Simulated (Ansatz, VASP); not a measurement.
# ZnGe: VASP beside Ansatz, part 2 of 2

Wanted: the spread between two codes on one cell, functional and k mesh. The cell is invented: As first built, before any earlier steps moved the atoms (in the runner's words): it takes the TiZn structure with some of its atoms replaced by other elements, volume scaled by an estimate. It may not be a known or stable phase. The cell is taken from a series of VASP runs on this material, whose earlier steps may have relaxed, scaled or displaced it; both programs get it as it stands.

VASP 6.6.1 and Ansatz 0.2.0.

So far. Step 2 (VASP: band structure, HSE06): The k-mesh is coarse for exact exchange; levels may shift by about 0.1 eV on a finer one. Spin-orbit coupling is off here; it would split degenerate levels.

**3. Ansatz: band structure, HSE06**

Level of this step: Ansatz beside VASP: Kohn-Sham DFT, plane waves, HSE06 (Ansatz).

Ansatz runs on its default PAW (the set named soft_2) files.

The same cell, functional, mesh and smearing now go to Ansatz, which takes its cutoff from its data sets.

Input file input.yaml:

```yaml
crystal:
  lattice:
    - [3.2898053742, 0.0, 0.0]
    - [0.0, 3.2898053742, 0.0]
    - [0.0, 0.0, 3.2898053742]
  atoms:
    - { symbol: Ge, position: [0.5, 0.5, 0.5] }
    - { symbol: Zn, position: [0.0, 0.0, 0.0] }
hamiltonian:
  xc: { exchange: pbe, correlation: pbe, exx: { coeff: 0.25, omega: 0.2 } }
  pseudopotentials: { kind: paw }
kpoints:
  mp_grid: { grid: [4, 4, 4] }
  band_path:
    path:
      - [0.0, 0.0, 0.0]
      - [0.0, 0.27778, 0.0]
      - [0.0, 0.5, 0.0]
      - [0.33333, 0.5, 0.0]
      - [0.44444, 0.44444, 0.0]
      - [0.16667, 0.16667, 0.0]
      - [0.11111, 0.11111, 0.11111]
      - [0.38889, 0.38889, 0.38889]
      - [0.38889, 0.5, 0.38889]
      - [0.05556, 0.5, 0.05556]
      - [0.5, 0.5, 0.16667]
      - [0.5, 0.5, 0.5]
    npoints: 1
scf:
  occupations: { method: gaussian, width: 0.02 }
  n_extra_bands: 7
output:
  forces: true
  stress: true
  eigenvalues: true
  write_density: true
  write_potential: true
  elf: true
  volumetric_format: npy
```

The run is started by

```sh
ansatz run input.yaml --threads 4 --pin off --max-ram 9216MiB --backend cpu --events-out ev --progress --plain --runs-dir out
```

Numbers of over 12 decimals in the logs are rounded to 6 here.

What it wrote:

```text
Warning: output.stress: scf.convergence.dr2_threshold = 1e-7 eV (the SCF's general default) is looser than the 2e-10 eV advised for a printed stress (1e-10 eV for each atom of the cell: 2). What an SCF threshold leaves in a stress goes as its square root, and in the free energy as the threshold itself, and one threshold admits the most on a small cell: [figures from the program's tests cut] Set scf.convergence.dr2_threshold to 2e-10 eV or tighter. The threshold is an SCF's pass mark: one that does not reach it within its budget of iterations ends unconverged, or closes short of it on a stop that the run arms, and scf.convergence.dr2_threshold's page says what that costs each kind of run
Warning: output.stress: scf.exx.energy_threshold = 1e-6 eV is looser than the 2e-8 eV advised for a stress under a hybrid functional (1e-8 eV for each atom of the cell: 2). Every SCF of the exchange loop can meet its threshold on dr2 while the loop round them stops early: no threshold on dr2 bounds what that leaves in the stress. Set scf.exx.energy_threshold to 2e-8 eV or tighter. The threshold is the loop's pass mark: a loop that does not reach it within its budget of cycles ends unconverged, and scf.exx.energy_threshold's page has the law
scf.n_extra_bands = 7 over 13 filled bands (N_el = 26.0): the run solves 20 bands
Engine: ansatz 0.2.0, aarch64-unknown-linux-gnu
Pseudopotentials: kind: paw
Pseudopotential: Ge, paw, valence charge 14, recommended cutoff 420 eV (normal), Ge.paw.azcp
Pseudopotential: Zn, paw, valence charge 12, recommended cutoff 420 eV (normal), Zn.paw.azcp
Functional definition: unnamed
  parameter a_1 = 0.25
  parameter omega_1 = 0.2/angstrom
  exchange = pbe_x + (-a_1)*pbe_x_sr(omega_1) + a_1*exact_x_sr(omega_1)
  correlation = pbe_c
Crystal: 2 atoms, lattice volume = 35.605 Å³
Basis set: ecut = 420 eV, 739 PW (Γ), exchange–correlation on 48×48×48 points (8 copies of the dense FFT grid, shifted against one another)
Bands: 20, of which v1, the nominal top of the filled ones, is band 13 counted from 1 (12 counted from 0)
Symmetry: 48 space group operations
Space group: Pm-3m (ITA 221), of the structure as read, at distance tolerance 3.3e-5 Å
k-points: 10 of 64
Non-local potential: Ge, projectors of the file, l = 0: 2, l = 1: 2, l = 2: 3, l = 3: 1
Non-local potential: Zn, projectors of the file, l = 0: 2, l = 1: 2, l = 2: 3, l = 3: 1
PAW form: soft (Blöchl's): semilocal exchange-correlation on the pseudo side does not see the compensation charge
PAW frozen core: Ge, regenerated for the run's functional, and the local potential with it (the file was generated under x = pbe(κ = 0.804, μ = 0.219515), c = pbe(β = 0.066725))
PAW frozen core: Zn, regenerated for the run's functional, and the local potential with it (the file was generated under x = pbe(κ = 0.804, μ = 0.219515), c = pbe(β = 0.066725))
PAW one-centre angular grid: Ge, 590 points (default); XC on 64 Gauss nodes
PAW one-centre angular grid: Zn, 590 points (default); XC on 64 Gauss nodes
Initial density: superposition of atomic densities (neutral atoms: chi_scale 0, normalization atom), corrected by the library's trained network
Initial wavefunctions: pseudopotential atomic-orbital guess
Functional: x = pbe(κ = 0.804, μ = 0.219515), c = pbe(β = 0.066725), warm-up for x = pbe(κ = 0.804, μ = 0.219515) + 0.25 (exact − pbe) at short range (hse, ω = 0.2 Å⁻¹), c = pbe(β = 0.066725)
SCF iter   1: F=—  HF=-7613.643289 eV  |F-HF|=—  |Δ(HF+E_count)|=         —  Δρ=3.60e-3  dr2=1.96e-3  ethr=1.77e-3  ⟨swp⟩=9.0  Hψ=879  notcnv=0
preconditioner: auto → none  [insulator: Δε(μ)=0.187 eV  Ē_g=21.160 eV  σ=0.020 eV  W_gap=0.58  n_scr=6 (ndim 8)  ℏωp=31.7 eV  f_vac=0.000  D(μ)=10.35/eV (n_scr^D=250)]
SCF iter   2: F=—  HF=-7613.642871 eV  |F-HF|=—  |Δ(HF+E_count)|=   4.18e-4  Δρ=9.41e-4  dr2=4.41e-4  ethr=7.54e-6  ⟨swp⟩=4.7  Hψ=560  notcnv=0  defer=1
SCF iter   3: F=—  HF=-7613.642692 eV  |F-HF|=—  |Δ(HF+E_count)|=   1.79e-4  Δρ=8.66e-4  dr2=1.02e-4  ethr=1.70e-6  ⟨swp⟩=4.0  Hψ=473  notcnv=0
SCF iter   4: F=—  HF=-7613.642678 eV  |F-HF|=—  |Δ(HF+E_count)|=   1.34e-5  Δρ=3.88e-4  dr2=2.03e-5  ethr=3.94e-7  ⟨swp⟩=2.0  Hψ=330  notcnv=0
iter 5 solved again at ethr=1.60e-9 eV; its pass at ethr=7.83e-8 eV (dr2=4.16e-7 eV) is discarded
SCF iter   5: F=—  HF=-7613.642678 eV  |F-HF|=—  |Δ(HF+E_count)|=   1.26e-7  Δρ=3.40e-5  dr2=3.87e-7  ethr=1.60e-9  ⟨swp⟩=3.0  Hψ=774  notcnv=0
SCF iter   6: F=—  HF=-7613.642678 eV  |F-HF|=—  |Δ(HF+E_count)|=   3.09e-7  Δρ=2.85e-5  dr2=1.62e-7  ethr=1.49e-9  ⟨swp⟩=3.0  Hψ=395  notcnv=0
SCF iter   7: F=—  HF=-7613.642678 eV  |F-HF|=—  |Δ(HF+E_count)|=   3.61e-8  Δρ=1.43e-5  dr2=3.86e-8  ethr=6.24e-10  ⟨swp⟩=2.0  Hψ=330  notcnv=0
SCF iter   8: F=-7613.642678 eV  HF=-7613.642678 eV  |F-HF|=2.35e-10  |Δ(HF+E_count)|=   5.28e-9  Δρ=9.98e-7  dr2=1.63e-10  ethr=1.49e-10  ⟨swp⟩=3.0  Hψ=381  notcnv=0
SCF 1 converged in 8 iterations: F = -7613.642678 eV  dr2 = 1.63e-10
  greatest PAW one-centre occupation: 0.998 electrons in one spin orbital (limit 2), on the Ge atom at site 0 (counted from 0), in its partial waves of l = 2
Initial density: handed on by an earlier stage of this run
Initial wavefunctions: those handed on with the density
Functional: x = pbe(κ = 0.804, μ = 0.219515) + 0.25 (exact − pbe) at short range (hse, ω = 0.2 Å⁻¹), c = pbe(β = 0.066725)
Exchange kernel: α = 0.2500, screened, ω = 0.2000 Å⁻¹, Wigner–Seitz truncation, v(0) = 1074.7023 eV·Å³, q-mesh 4×4×4, nearest image of the exchange supercell L = 13.16 Å, pair-density grid 15×15×15, without the augmentation charges, whose exchange is taken in its separable form by FFT convolution over the k-point mesh (sized by the pseudopotential files, 24×24×24 at the most), smooth part of the exact exchange by density-matrix convolution
Frozen-core exchange: fock
iter 1 solved again at ethr=3.85e-4 eV; its pass at ethr=1.00e-1 eV (dr2=1.00e-1 eV) is discarded
[...]
preconditioner: auto → none  [insulator: Δε(μ)=0.319 eV  Ē_g=24.554 eV  σ=0.020 eV  W_gap=0.58  n_scr=6 (ndim 8)  ℏωp=31.7 eV  f_vac=0.000  D(μ)=10.35/eV (n_scr^D=250)]
[...]
SCF iter   6: F=-7614.297069 eV  HF=-7614.297069 eV  |F-HF|=2.20e-7  |Δ(HF+E_count)|=   2.48e-6  Δρ=2.19e-5  dr2=5.59e-8  ethr=2.68e-8  ⟨swp⟩=3.5  Hψ=397  notcnv=0
SCF 2 converged in 6 iterations: F = -7614.297069 eV  dr2 = 5.59e-8
hybrid outer 1: dexx = +7.705e-3 eV, tail = 7.61e-3 eV
Exchange kernel: α = 0.2500, screened, ω = 0.2000 Å⁻¹, Wigner–Seitz truncation, v(0) = 1074.7023 eV·Å³, q-mesh 4×4×4, nearest image of the exchange supercell L = 13.16 Å, pair-density grid 15×15×15, without the augmentation charges, whose exchange is taken in its separable form by FFT convolution over the k-point mesh (sized by the pseudopotential files, 24×24×24 at the most), smooth part of the exact exchange by density-matrix convolution
Frozen-core exchange: fock
SCF iter   1: F=—  HF=-7614.305614 eV  |F-HF|=—  |Δ(HF+E_count)|=         —  Δρ=1.63e-3  dr2=3.93e-4  ethr=1.46e-4  ⟨swp⟩=2.0  Hψ=400  notcnv=0
preconditioner: auto → none  [insulator: Δε(μ)=0.313 eV  Ē_g=24.238 eV  σ=0.020 eV  W_gap=0.58  n_scr=6 (ndim 8)  ℏωp=31.7 eV  f_vac=0.000  D(μ)=10.35/eV (n_scr^D=250)]
SCF iter   2: F=—  HF=-7614.305474 eV  |F-HF|=—  |Δ(HF+E_count)|=   1.39e-4  Δρ=2.76e-4  dr2=2.09e-5  ethr=1.47e-6  ⟨swp⟩=3.4  Hψ=491  notcnv=0
SCF iter   3: F=-7614.305474 eV  HF=-7614.305474 eV  |F-HF|=1.37e-7  |Δ(HF+E_count)|=   5.82e-7  Δρ=3.88e-5  dr2=9.59e-6  ethr=4.39e-8  ⟨swp⟩=2.0  Hψ=330  notcnv=0
SCF 3 stopped early in 3 iterations: F = -7614.305474 eV  dr2 = 9.59e-6
hybrid outer 2: dexx = +7.285e-5 eV, tail = 2.14e-5 eV, Δε = 3.29e-2 eV (about 4.28e-3 eV left of the loop's levels)
Exchange kernel: α = 0.2500, screened, ω = 0.2000 Å⁻¹, Wigner–Seitz truncation, v(0) = 1074.7023 eV·Å³, q-mesh 4×4×4, nearest image of the exchange supercell L = 13.16 Å, pair-density grid 15×15×15, without the augmentation charges, whose exchange is taken in its separable form by FFT convolution over the k-point mesh (sized by the pseudopotential files, 24×24×24 at the most), smooth part of the exact exchange by density-matrix convolution
Frozen-core exchange: fock
SCF iter   1: F=—  HF=-7614.305544 eV  |F-HF|=—  |Δ(HF+E_count)|=         —  Δρ=1.50e-4  dr2=4.19e-6  ethr=4.12e-7  ⟨swp⟩=3.6  Hψ=477  notcnv=0
preconditioner: auto → none  [insulator: Δε(μ)=0.313 eV  Ē_g=24.219 eV  σ=0.020 eV  W_gap=0.58  n_scr=6 (ndim 8)  ℏωp=31.7 eV  f_vac=0.000  D(μ)=10.35/eV (n_scr^D=250)]
SCF iter   2: F=—  HF=-7614.305543 eV  |F-HF|=—  |Δ(HF+E_count)|=   1.72e-6  Δρ=2.20e-5  dr2=7.17e-7  ethr=1.37e-8  ⟨swp⟩=3.3  Hψ=445  notcnv=0
SCF iter   3: F=—  HF=-7614.305543 eV  |F-HF|=—  |Δ(HF+E_count)|=   5.69e-9  Δρ=2.11e-6  dr2=6.42e-7  ethr=3.04e-10  ⟨swp⟩=3.2  Hψ=346  notcnv=0
SCF iter   4: F=—  HF=-7614.305556 eV  |F-HF|=—  |Δ(HF+E_count)|=   1.30e-5  Δρ=2.46e-5  dr2=1.98e-7  ethr=1.83e-12  ⟨swp⟩=5.0  Hψ=781  notcnv=0
SCF iter   5: F=—  HF=-7614.305556 eV  |F-HF|=—  |Δ(HF+E_count)|=   1.07e-7  Δρ=8.31e-6  dr2=1.63e-8  ethr=1.83e-12  ⟨swp⟩=4.9  Hψ=641  notcnv=0
SCF iter   6: F=-7614.305556 eV  HF=-7614.305556 eV  |F-HF|=1.55e-10  |Δ(HF+E_count)|=   2.32e-9  Δρ=3.48e-6  dr2=5.93e-9  ethr=1.83e-12  ⟨swp⟩=3.9  Hψ=482  notcnv=0
SCF 4 converged in 6 iterations: F = -7614.305556 eV  dr2 = 5.93e-9
  Residual-converged pass: ⟨swp⟩=1.7  Hψ=209  notcnv=0  max |occ|·‖R‖ = 1.7e-6 eV (tolerance 2.4e-6 eV)  dr2=5.93e-9  dr2_onsite=3.67e-9  max |Δocc| = 0.0e0
hybrid outer 3: dexx = +1.185e-6 eV, tail = 2.31e-8 eV, Δε = 4.64e-3 eV (about 1.76e-4 eV left of the loop's levels)
NSCF: frozen V_eff on 12 k-points
hybrid SCF converged: 3 outer / 15 inner (+8 warm-up), last move |dexx| = 1.18e-6 eV, tail = 2.31e-8 eV
Stability not checked: this state was not tested for a lower state beside it, because the functional holds exact exchange (a hybrid, or Hartree-Fock), whose exchange loop this test does not read (fock_operator; see scf.lower_state_search)
Free energy (F): -7614.305556 eV
Frozen-core exchange: fock
Harris-Foulkes:  -7614.305556 eV  (|F-HF|=1.55e-10)
Internal energy: -7614.303486 eV  (E = F + TS)
E sigma→0 (E₀):  -7614.304521 eV
Entropy (-TS):   -0.002069 eV (-1.035 meV/atom)
Fermi energy:    9.856705 eV
--- Per-component energies (eV) ---
  E_band       = -139.082795
  E_kinetic    = 238.730086
  E_local      = -3735.057491  (includes V_loc(G=0)·N_el)
  E_nonlocal   = 1032.880700
  E_hartree    = 1609.123958
  E_xc         = -169.085516
  E_vxc        = -92.768830  (∫ρ·V_xc dr)
  E_exx        = -95.925850  (= α·E_x^exact, valence–valence)
  E_paw        = -3794.318419  (= ΣΔE_a)
  E_vpaw       = -609.266558  (= ΣTr[D̂ρ^β])
  E_aug_tail   = -0.000009  (compensation charges beyond the density's cutoff)
  E_ewald      = -2700.928461
  E_core_change = 0.277517  (= ΣΔE_core)
  E_smearing   = -0.002069  (= −TS)
  E_closure    = -0.000000  (closes the sum)
  Σ components = -7614.305556   (vs F -7614.305556, Δ=0.00e0)
--- Forces (eV/Å), atoms counted from 1 ---
  atom   1  Ge     0.00000000     0.00000000     0.00000000
  atom   2  Zn    -0.00000000    -0.00000000    -0.00000000
  max |Σ_I F_I| component: 5.52e-30 eV/Å
--- Stress (GPa, compression-positive) ---
       -1.490890      -0.000000       0.000000
       -0.000000      -1.490890       0.000000
        0.000000       0.000000      -1.490890
  P = ⅓ Tr σ = -1.4909 GPa (-14.909 kbar)
--- Band table (eV; the first three rows and the last of 10) ---
  k-point 0: bands = [... 9 lower, 0.9855, 0.9855, 11.9082, 11.9082, 11.9082, 12.9495, 16.8078, 16.8078, ... 3 higher]
  k-point 1: bands = [... 9 lower, 0.9100, 0.9902, 6.5052, 12.9253, 12.9253, 14.8578, 17.5270, 21.1992, ... 3 higher]
  k-point 2: bands = [... 9 lower, 0.8375, 0.9949, 2.9175, 14.7878, 14.7878, 16.7629, 17.9543, 17.9543, ... 3 higher]
  k-point 9: bands = [... 9 lower, 1.1067, 4.4729, 9.4455, 9.4455, 9.4455, 11.4188, 11.4188, 11.4188, ... 3 higher]
```

Elapsed: 20 s, on 4 threads of Arm Neoverse V2, shared host; peak memory 0.68 GiB.

Reading the cycles: dr2 is the Hartree energy of the density residual (eV), the measure of convergence; HF is the Harris–Foulkes estimate of the energy, which meets the free energy F at convergence.

**4. Differences**

Known differences besides the potentials themselves: exact exchange at q = 0 is treated differently, which shows on coarse meshes; VASP keeps PBE cores, Ansatz makes them for the functional; the cutoff is 420 eV in Ansatz and 410 eV in VASP; VASP takes a coarser grid for exact exchange (PRECFOCK = Fast). Total energies have different zeros and are not compared.

Levels from 3 eV below to 2 eV above the Fermi level differ by 5 meV r.m.s. and 15 meV at most; each VASP level is matched to the nearest of Ansatz, which flatters the figure a little.

**5. Outcome**

| Quantity | Value |
| --- | --- |
| r.m.s. difference of levels near the Fermi level (band structure, HSE06) | 5.1 meV |

The r.m.s. difference of levels near the Fermi level is 5.1 meV (band structure, HSE06), within the 80 meV picked in this series as the mark of a large difference. How closely two codes agree says nothing of how well the functional describes the real material.

[Lines on the potential files, build, host, timing and source positions are cut from VASP's logs without a mark.]

[Logs are printed without paths, hosts, clocks, repeated set-up lines and the standing remarks that a program may print on its own settings, such as how far it seeks lower states.]

[Hosts, paths, dates, database ids (printed as entryN), source tags and the programs' standing remarks are cut or masked in the printed files.]
